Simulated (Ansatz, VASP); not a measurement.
**GaC3: VASP beside Ansatz**

Contents of POSCAR:

```
GaC3
1.0
    3.3769346200      0.0000000000      0.0000000000
    0.0000000000      3.3769346200      0.0000000000
    0.0000000000      0.0000000000      3.3769346200
Ga C
1 3
Direct
    0.0000000000      0.0000000000      0.0000000000
    0.0000000000      0.5000000000      0.5000000000
    0.5000000000      0.0000000000      0.5000000000
    0.5000000000      0.5000000000      0.0000000000
```

Contents of INCAR.step1:

```
SYSTEM = GaC3
PREC     = Accurate       ! precision mode
ENCUT    = 520            ! plane-wave cutoff, eV
ISMEAR   = -1             ! smearing method
SIGMA    = 0.1            ! smearing width, eV
LREAL    = .False.        ! projectors in reciprocal space
LASPH    = .True.         ! aspherical terms in the spheres
NELM     = 100            ! most SCF steps
NBANDS   = 20             ! bands
GGA      = PE             ! functional
ALGO     = Normal         ! electronic algorithm
EDIFF    = 1E-4           ! SCF threshold, eV
LWAVE    = .True.         ! write WAVECAR
LCHARG   = .False.        ! write CHGCAR
```

The input INCAR.step2:

```
SYSTEM = GaC3
PREC     = Accurate       ! precision mode
ENCUT    = 520            ! plane-wave cutoff, eV
EDIFF    = 1E-6           ! SCF threshold, eV
ISMEAR   = -1             ! smearing method
SIGMA    = 0.1            ! smearing width, eV
LREAL    = .False.        ! projectors in reciprocal space
LASPH    = .True.         ! aspherical terms in the spheres
NELM     = 100            ! most SCF steps
ALGO     = Normal         ! electronic algorithm
ISIF     = 2              ! what is computed and relaxed
LWAVE    = .False.        ! write WAVECAR
LCHARG   = .True.         ! write CHGCAR
METAGGA  = R2SCAN         ! meta-GGA
LMIXTAU  = .True.       
LELF     = .True.         ! ELF
LVHAR    = .True.       
NBANDS   = 20             ! bands
ISTART   = 1
```

The input KPOINTS:

```
Automatic mesh
0
Gamma
  7 7 7
  0 0 0
```

Input for Ansatz:

```yaml
crystal:
  lattice:
    - [3.376934619951835, 0.0, 0.0]
    - [0.0, 3.376934619951835, 0.0]
    - [0.0, 0.0, 3.376934619951835]
  atoms:
    - { symbol: Ga, position: [0.0, 0.0, 0.0] }
    - { symbol: C, position: [0.0, 0.5, 0.5] }
    - { symbol: C, position: [0.5, 0.0, 0.5] }
    - { symbol: C, position: [0.5, 0.5, 0.0] }
basis:
  ecutwfc: 550.0
kpoints:
  mp_grid:
    grid: [7, 7, 7]
hamiltonian:
  xc: r2scan
scf:
  occupations:
    method: fermi_dirac
    width: 0.1
output:
  stress: true
```

The cell comes from a database or a generator and needn't be the stable form of this composition.

Alike in both runs: task single point; functional r2SCAN; k mesh 7 × 7 × 7; occupations fermi-dirac, width 0.1 eV; no spin polarisation.

|  | VASP | Ansatz |
| --- | --- | --- |
| version | VASP 6.6.1 | Ansatz 0.2.0 |
| potentials or method | VASP PAW PBE potentials, release 64 (Ga_d, C) | plane waves, PAW |
| plane-wave cutoff (eV) | 520 | 550 |
| valence electrons in the cell | 25 | 25 |

```tsv
	VASP	Ansatz	Ansatz less VASP
pressure (GPa)	-7.7	-8.1	-0.48
```

Caveats: the PAW data sets were made with another functional, which shifts forces and pressure a little (VASP).
